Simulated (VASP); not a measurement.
# MgCdSeS: structure and properties in VASP, part 3 of 8

Aim: relax MgCdSeS, then compute properties on the relaxed cell. The cell is invented: it takes the structure of a Materials Project entry for ZnCdSeS (space group 156 there), with some of its atoms replaced by other elements, volume scaled by an estimate. It may not be a known or stable phase.

VASP 6.6.1, plane waves and PAW; the level of theory is named at each step.

So far. Step 3 (Relaxing cell and atoms (PBE + D3(BJ))): It ends with a largest force of 0.009 eV/Å and a pressure of -0.01 GPa. Step 4 (Density, ELF and potential (PBE + D3(BJ))): In this run the pressure is -0.01 GPa, small enough to go on. The relaxed cell has a = 4.148, c = 6.786 Å (conventional setting).

## Step 5: Bands along the symmetry lines (PBE + D3(BJ))

Level of this step: PBE with D3(BJ); plane waves and PAW (Cd, Se, S, Mg); invented cell (VASP).

The mesh alone shows little of the dispersion and can miss band extrema, so KPOINTS_OPT adds a path through the symmetry points after the self-consistent cycle.

File INCAR:

```
SYSTEM = MgCdSeS
PREC = Accurate
ENCUT = 400
EDIFF = 1E-06
NELM = 100
ISMEAR = -1
SIGMA = 0.05
LREAL = .FALSE.
ALGO = Normal
GGA = PE
IVDW = 12
NBANDS = 27
LORBIT = 11
LWAVE = .FALSE.
LCHARG = .FALSE.
KPAR = 2
```

File POSCAR:

```
MgCdSeS
1.0
    4.1477180915     -0.0000000035      0.0000000000
   -2.0738595516      3.5920294095      0.0000000000
    0.0000000000      0.0000000000      6.7863525304
Cd Se S Mg
1 1 1 1
Direct
    0.0000000000      0.0000000000      0.5157483855
    0.3333333300      0.6666666700      0.3624382654
    0.0000000000      0.0000000000      0.8895062893
    0.3333333300      0.6666666700      0.9843070599
```

File KPOINTS:

```
Automatic mesh
0
Gamma
6 6 4
0 0 0
```

File KPOINTS_OPT:

```
Line mode
16
Line-mode
Reciprocal
  0.00000000   0.00000000   0.00000000 GAMMA
  0.50000000   0.00000000   0.00000000 M

  0.50000000   0.00000000   0.00000000 M
  0.33333333   0.33333333   0.00000000 K

  0.33333333   0.33333333   0.00000000 K
  0.00000000   0.00000000   0.00000000 GAMMA

  0.00000000   0.00000000   0.00000000 GAMMA
  0.00000000   0.00000000   0.50000000 A

  0.00000000   0.00000000   0.50000000 A
  0.50000000   0.00000000   0.50000000 L

  0.50000000   0.00000000   0.50000000 L
  0.33333333   0.33333333   0.50000000 H

  0.33333333   0.33333333   0.50000000 H
  0.00000000   0.00000000   0.50000000 A

  0.50000000   0.00000000   0.50000000 L
  0.50000000   0.00000000   0.00000000 M

  0.33333333   0.33333333   0.00000000 K
  0.33333333   0.33333333   0.50000000 H
```

Potentials, in the order of the species: Cd, Se, S and Mg (PBE family, release 64).

Run with:

```sh
$ mpirun -np 2 vasp_std
```

Output:

```text
[... set-up lines as in an earlier step ...]
 entering main loop
       N       E                     dE             d eps       ncg     rms          rms(c)
DAV:   1     0.118293077994E+03    0.11829E+03   -0.94002E+03  1296   0.666E+02
DAV:   2    -0.808487049675E+01   -0.12638E+03   -0.12050E+03  1558   0.184E+02
DAV:   3    -0.146745199757E+02   -0.65896E+01   -0.65590E+01  1594   0.413E+01
DAV:   4    -0.147228502266E+02   -0.48330E-01   -0.48318E-01  1543   0.369E+00
DAV:   5    -0.147234379476E+02   -0.58772E-03   -0.58771E-03  1598   0.397E-01    0.784E+00
DAV:   6    -0.138013736062E+02    0.92206E+00   -0.14137E+00  1481   0.897E+00    0.633E+00
DAV:   7    -0.137610523474E+02    0.40321E-01   -0.58005E-01  1549   0.322E+00    0.318E+00
DAV:   8    -0.137667917227E+02   -0.57394E-02   -0.42242E-02  1464   0.167E+00    0.578E-01
DAV:   9    -0.137676034421E+02   -0.81172E-03   -0.68927E-03  1420   0.764E-01    0.100E-01
DAV:  10    -0.137679951002E+02   -0.39166E-03   -0.92665E-04  1476   0.237E-01    0.881E-02
DAV:  11    -0.137682358562E+02   -0.24076E-03   -0.30416E-04  1407   0.805E-02    0.348E-02
DAV:  12    -0.137682473805E+02   -0.11524E-04   -0.54710E-05  1547   0.471E-02    0.104E-02
DAV:  13    -0.137682512195E+02   -0.38390E-05   -0.92381E-06  1427   0.187E-02    0.277E-03
DAV:  14    -0.137682514516E+02   -0.23204E-06   -0.59614E-07  1359   0.596E-03
   1 F= -.14950292E+02 E0= -.14950292E+02  d E =-.216600E-07
 Start KPOINTS_OPT (optional k-point list driver)
k-point batch [1-24\144]
       N       E                     dE             ncg
DAV:   1     0.538159126387E+03   -0.10362E+05     1296
DAV:   2    -0.246762349625E+04   -0.30058E+04     1548
DAV:   3    -0.262004391389E+04   -0.15242E+03     1630
DAV:   4    -0.262113326557E+04   -0.10894E+01     1533
DAV:   5    -0.262114604622E+04   -0.12781E-01     1601
DAV:   6    -0.262114628930E+04   -0.24308E-03     1557
DAV:   7    -0.262114629490E+04   -0.55925E-05     1591
DAV:   8    -0.262114629502E+04   -0.12649E-06     1112
[...]
k-point batch [121-144\144]
       N       E                     dE             ncg
DAV:   1     0.321945082892E+03   -0.17360E+05     1296
DAV:   2    -0.258065036342E+04   -0.29026E+04     1605
DAV:   3    -0.272298945925E+04   -0.14234E+03     1570
DAV:   4    -0.272398804822E+04   -0.99859E+00     1541
DAV:   6    -0.272400026657E+04   -0.21871E-03     1581
DAV:   7    -0.272400027122E+04   -0.46469E-05     1563
DAV:   8    -0.272400027132E+04   -0.97176E-07     1045
```

Wall time 2.4 min (2 MPI ranks of AMD EPYC 7R43, shared host); peak memory 0.4 GiB.

Parts of OUTCAR (step 5):

```text
   k-points           NKPTS =     24   k-points in BZ     NKDIM =     24   number of bands    NBANDS=     27

   NELECT =      26.0000    total number of electrons

 E-fermi :   2.3268

 k-point     1 :       0.0000    0.0000    0.0000
  band No.  band energies     occupation
    ...
      9      -0.0884      2.00000
     10      -0.0884      2.00000
     11       0.9904      2.00000
     12       1.5621      2.00000
     13       1.5621      2.00000
     14       3.0185      0.00000
     15       4.7273      0.00000
     16       7.7908      0.00000
     17       7.7908      0.00000
     18       7.9734      0.00000
    ...

 Edisp (eV)   -1.18204

  Total       0.01181     0.01181    -0.03798    -0.00000     0.00000     0.00000
  in kB       0.18715     0.18715    -0.60182    -0.00000     0.00000     0.00000
  external pressure =       -0.08 kB  Pullay stress =        0.00 kB

 POSITION                                       TOTAL-FORCE (eV/Angst)
 -----------------------------------------------------------------------------------
      0.00000      0.00000      3.50005        -0.000000      0.000000      0.004145
     -0.00000      2.39469      2.45963        -0.000000     -0.000000     -0.001685
      0.00000      0.00000      6.03650         0.000000     -0.000000      0.006063
     -0.00000      2.39469      6.67985         0.000000     -0.000000     -0.008523
 -----------------------------------------------------------------------------------
    total drift:                                0.000014     -0.000001      0.000154

  FREE ENERGIE OF THE ION-ELECTRON SYSTEM (eV)
  ---------------------------------------------------
  free  energy   TOTEN  =       -14.9502920356 eV

  energy  without entropy=      -14.9502920140  energy(sigma->0) =      -14.95029202

[... 8 parts as in an earlier step ...]

[... 8 further parts left out ...]
```

Spin-orbit coupling is off here; it would split degenerate levels, and it lifts a valence top of Se p states by about 0.1 eV.

Numbers from this step:

```yaml
bands: 27
pressure: -0.007584 GPa
least_gap_on_mesh_and_path: 1.456 eV
least_direct_gap_on_mesh_and_path: 1.456 eV
```

Electronic bands along the path, in eV, zero at the valence-band top; v1 is the highest filled band, c1 the lowest empty one:

| point | v4 | v3 | v2 | v1 | c1 | c2 | c3 | c4 |
| --- | --- | --- | --- | --- | --- | --- | --- | --- |
| Γ | -1.65 | -0.57 | 0.00 | 0.00 | 1.46 | 3.17 | 6.23 | 6.23 |
| 0.47 of the way | -1.95 | -1.92 | -0.81 | -0.40 | 3.02 | 4.06 | 5.54 | 5.93 |
| M | -2.84 | -2.22 | -1.67 | -0.81 | 3.50 | 3.78 | 4.61 | 6.37 |
| 0.53 of the way | -2.85 | -2.54 | -1.76 | -1.41 | 4.06 | 4.53 | 4.76 | 6.17 |
| K | -3.33 | -2.35 | -1.93 | -1.85 | 3.88 | 5.00 | 5.59 | 6.28 |
| 0.47 of the way | -2.59 | -2.12 | -1.10 | -0.83 | 3.70 | 4.76 | 5.13 | 5.40 |
| Γ | -1.65 | -0.57 | 0.00 | 0.00 | 1.46 | 3.17 | 6.23 | 6.23 |
| 0.47 of the way | -1.63 | -1.33 | -0.04 | -0.04 | 2.18 | 3.25 | 6.02 | 6.23 |
| A | -1.59 | -1.59 | -0.08 | -0.08 | 2.93 | 3.39 | 5.60 | 6.30 |
| 0.47 of the way | -1.81 | -1.77 | -1.38 | -0.56 | 3.63 | 4.22 | 4.82 | 5.85 |
| L | -2.05 | -1.74 | -1.48 | -1.07 | 2.93 | 3.59 | 4.52 | 5.57 |
| 0.47 of the way | -2.49 | -1.90 | -1.40 | -1.35 | 3.31 | 4.09 | 4.92 | 5.98 |
| H | -3.00 | -2.35 | -1.40 | -1.31 | 3.69 | 4.49 | 5.05 | 6.01 |
| 0.47 of the way | -2.15 | -1.65 | -1.49 | -1.11 | 3.73 | 4.48 | 5.35 | 5.47 |
| A | -1.59 | -1.59 | -0.08 | -0.08 | 2.93 | 3.39 | 5.60 | 6.30 |
| jump to L | -2.05 | -1.74 | -1.48 | -1.07 | 2.93 | 3.59 | 4.52 | 5.57 |
| 0.53 of the way | -2.42 | -2.15 | -1.46 | -0.92 | 3.04 | 3.82 | 4.84 | 5.98 |
| M | -2.84 | -2.22 | -1.67 | -0.81 | 3.50 | 3.78 | 4.61 | 6.37 |
| jump to K | -3.33 | -2.35 | -1.93 | -1.85 | 3.88 | 5.00 | 5.59 | 6.28 |
| 0.47 of the way | -3.21 | -2.04 | -1.90 | -1.64 | 4.29 | 4.39 | 5.06 | 6.24 |
| H | -3.00 | -2.35 | -1.40 | -1.31 | 3.69 | 4.49 | 5.05 | 6.01 |

Of the projections kept (Cd, Se, S, Mg), the largest for each band there; the rest of the weight can lie on other orbitals:

| point | v4 | v3 | v2 | v1 | c1 | c2 | c3 | c4 |
| --- | --- | --- | --- | --- | --- | --- | --- | --- |
| Γ | S 0.90 | Se 0.43 | Se 0.80 | Se 0.80 | Cd 0.35 | Cd 0.33 | Mg 0.44 | Mg 0.44 |
| M | S 0.44 | S 0.78 | Se 0.54 | Se 0.68 | Cd 0.54 | Mg 0.27 | Se 0.37 | Cd 0.53 |
| K | S 0.64 | S 0.71 | Se 0.78 | Se 0.53 | Cd 0.52 | Cd 0.45 | S 0.54 | S 0.50 |
| Γ | S 0.90 | Se 0.43 | Se 0.80 | Se 0.80 | Cd 0.35 | Cd 0.33 | Mg 0.44 | Mg 0.44 |
| A | S 0.93 | S 0.93 | Se 0.82 | Se 0.82 | Cd 0.47 | Mg 0.40 | Cd 0.34 | Mg 0.52 |
| L | S 0.90 | S 0.43 | Se 0.46 | Se 0.80 | Cd 0.51 | Cd 0.42 | Cd 0.45 | Cd 0.40 |

The path finds the gap of the mesh within 0.02 eV, so the mesh comes close to both band edges.

## Step 6: Density of states (PBE + D3(BJ))

Here the states are counted by energy and projected on the atoms. The mesh is finer than in the run before.

Edit INCAR of step 5 so:

```diff
@@ -5,3 +5,3 @@
 NELM = 100
-ISMEAR = -1
+ISMEAR = -5
 SIGMA = 0.05
@@ -16 +16,2 @@
 KPAR = 2
+NEDOS = 2001
```

POSCAR is that of step 5.

File KPOINTS:

```
Automatic mesh
0
Gamma
9 9 5
0 0 0
```

Run with:

```sh
$ mpirun -np 2 vasp_std
```

Output:

```text
[... set-up lines as in an earlier step ...]
 entering main loop
       N       E                     dE             d eps       ncg     rms          rms(c)
DAV:   1     0.118227305472E+03    0.11823E+03   -0.95346E+03  2724   0.668E+02
DAV:   2    -0.812132485911E+01   -0.12635E+03   -0.12041E+03  3266   0.183E+02
DAV:   3    -0.146765819810E+02   -0.65553E+01   -0.65242E+01  3299   0.413E+01
DAV:   4    -0.147240826883E+02   -0.47501E-01   -0.47489E-01  3245   0.364E+00
DAV:   5    -0.147246427963E+02   -0.56011E-03   -0.56009E-03  3214   0.390E-01    0.784E+00
DAV:   6    -0.138032658547E+02    0.92138E+00   -0.14217E+00  3123   0.898E+00    0.632E+00
DAV:   7    -0.137634427177E+02    0.39823E-01   -0.58598E-01  3238   0.322E+00    0.318E+00
DAV:   8    -0.137690985296E+02   -0.56558E-02   -0.42545E-02  3053   0.168E+00    0.586E-01
DAV:   9    -0.137699127935E+02   -0.81426E-03   -0.69777E-03  2980   0.768E-01    0.991E-02
DAV:  10    -0.137702911659E+02   -0.37837E-03   -0.92904E-04  3067   0.237E-01    0.867E-02
DAV:  11    -0.137705292775E+02   -0.23811E-03   -0.29210E-04  2971   0.786E-02    0.346E-02
DAV:  12    -0.137705464073E+02   -0.17130E-04   -0.54095E-05  3190   0.439E-02    0.105E-02
DAV:  13    -0.137705500887E+02   -0.36814E-05   -0.85827E-06  3052   0.181E-02    0.335E-03
DAV:  14    -0.137705503207E+02   -0.23202E-06   -0.58069E-07  2798   0.579E-03
   1 F= -.14952591E+02 E0= -.14952591E+02  d E =0.000000E+00
```

The job ended after 71 s (2 MPI ranks; peak memory 0.41 GiB; 2.2 min of CPU time).

Parts of OUTCAR (step 6):

```text
   k-points           NKPTS =     50   k-points in BZ     NKDIM =     50   number of bands    NBANDS=     27

   NELECT =      26.0000    total number of electrons

 E-fermi :   1.5693

 k-point     1 :       0.0000    0.0000    0.0000
  band No.  band energies     occupation
    ...
      9      -0.0883      2.00000
     10      -0.0883      2.00000
     11       0.9895      2.00000
     12       1.5599      2.00000
     13       1.5599      2.00000
     14       3.0177      0.00000
     15       4.7270      0.00000
     16       7.7907      0.00000
     17       7.7907      0.00000
     18       7.9729      0.00000
    ...

 Edisp (eV)   -1.18204

  Total       0.00351     0.00351    -0.03145    -0.00000    -0.00000     0.00000
  in kB       0.05557     0.05557    -0.49831    -0.00000    -0.00000     0.00000
  external pressure =       -0.13 kB  Pullay stress =        0.00 kB

 POSITION                                       TOTAL-FORCE (eV/Angst)
 -----------------------------------------------------------------------------------
      0.00000      0.00000      3.50005        -0.000000     -0.000000      0.003531
     -0.00000      2.39469      2.45963        -0.000000     -0.000000      0.000424
      0.00000      0.00000      6.03650         0.000000      0.000000      0.005601
     -0.00000      2.39469      6.67985         0.000000      0.000000     -0.009555
 -----------------------------------------------------------------------------------
    total drift:                                0.000014     -0.000001      0.000164

  FREE ENERGIE OF THE ION-ELECTRON SYSTEM (eV)
  ---------------------------------------------------
  free  energy   TOTEN  =       -14.9525909048 eV

  energy  without entropy=      -14.9525909048  energy(sigma->0) =      -14.95259090

[... 6 parts as in an earlier step ...]

[... 10 further parts left out ...]
```

This step gave:

```yaml
irreducible_k_points: 50
fermi_energy: 1.569 eV
pressure: -0.01291 GPa
gap_on_the_k_mesh: 1.458 eV
least_direct_gap_on_the_k_mesh: 1.458 eV
```

The density of states has structure finer than the step of the table below, so its rows give means over 0.5 eV, whole bins alone (the curve runs from -12.0 to 6.91 eV). Peaks (eV: height): total -11.84: 16.9, -7.71: 88.0, -7.45: 38.6; Cd d -7.71: 79.5, -7.45: 36.2; Se s -11.84: 1.91, -7.27: 0.356; S s -11.84: 9.02.

States under -12.0 eV and over 6.9 eV are left out; flat bands give spikes narrower than the energy grid, so sums over such rows miss the true count of states. The density of states by energy, zero at the valence-band top; means over each step; values in states/eV/cell:

| energy (eV) | total | Cd d | Se s | S s |
| --- | --- | --- | --- | --- |
| -8.5 | 0 | 0 | 0 | 0 |
| -8.0 | 1.58 | 1.42 | 4.0e-4 | 1.5e-4 |
| -7.5 | 18.9 | 17.1 | 0.0777 | 0.0463 |
| -7.0 | 1.00 | 0.879 | 0.0441 | 7.8e-4 |
| -6.5 | 0 | 0 | 0 | 0 |
| -6.0 | 0 | 0 | 0 | 0 |
| -5.5 | 0 | 0 | 0 | 0 |
| -5.0 | 0 | 0 | 0 | 0 |
| -4.5 | 0.0573 | 5.5e-4 | 3.5e-4 | 9.5e-5 |
| -4.0 | 3.68 | 0.0568 | 0.0264 | 0.0125 |
| -3.5 | 2.61 | 0.0643 | 0.0280 | 0.0164 |
| -3.0 | 1.51 | 0.0281 | 0.00971 | 0.00940 |
| -2.5 | 3.00 | 0.0621 | 0.00964 | 0.00991 |
| -2.0 | 4.40 | 0.102 | 0.0124 | 0.00730 |
| -1.5 | 3.81 | 0.135 | 0.00739 | 0.00320 |
| -1.0 | 3.12 | 0.154 | 0.00428 | 0.00166 |
| -0.5 | 1.38 | 0.0869 | 0.00177 | 5.1e-4 |
| 0.0 | 0.296 | 0.0211 | 1.2e-4 | 2.9e-5 |
| 0.5 | 0 | 0 | 0 | 0 |
| 1.0 | 0 | 0 | 0 | 0 |
| 1.5 | 0.00257 | 0 | 2.5e-4 | 2.0e-4 |
| 2.0 | 0.0508 | 9.9e-5 | 0.00481 | 0.00358 |
| 2.5 | 0.163 | 4.6e-4 | 0.0135 | 0.00985 |
| 3.0 | 0.817 | 0.00407 | 0.0406 | 0.0324 |
| 3.5 | 2.40 | 0.0170 | 0.0791 | 0.0840 |
| 4.0 | 2.41 | 0.0297 | 0.0507 | 0.0595 |
| 4.5 | 2.41 | 0.0326 | 0.0481 | 0.0340 |
| 5.0 | 2.78 | 0.0426 | 0.0179 | 0.0203 |
| 5.5 | 1.64 | 0.0215 | 0.00968 | 0.00943 |
| 6.0 | 3.20 | 0.0573 | 0.0181 | 0.0192 |
| 6.5 | 3.62 | 0.0422 | 0.0159 | 0.0168 |

The gap on this mesh is 1.46 eV.

(Continued in part 4 of 8.)

[Lines on the potential files, build, host, timing and source positions are cut from VASP's logs without a mark.]

[Logs are printed without paths, hosts, clocks, repeated set-up lines and the standing remarks that a program may print on its own settings, such as how far it seeks lower states.]

[Hosts, paths, dates, database ids (printed as entryN), source tags and the programs' standing remarks are cut or masked in the printed files.]

[A measured line is paired with the nearest computed mode of its activity, which favours agreement.]
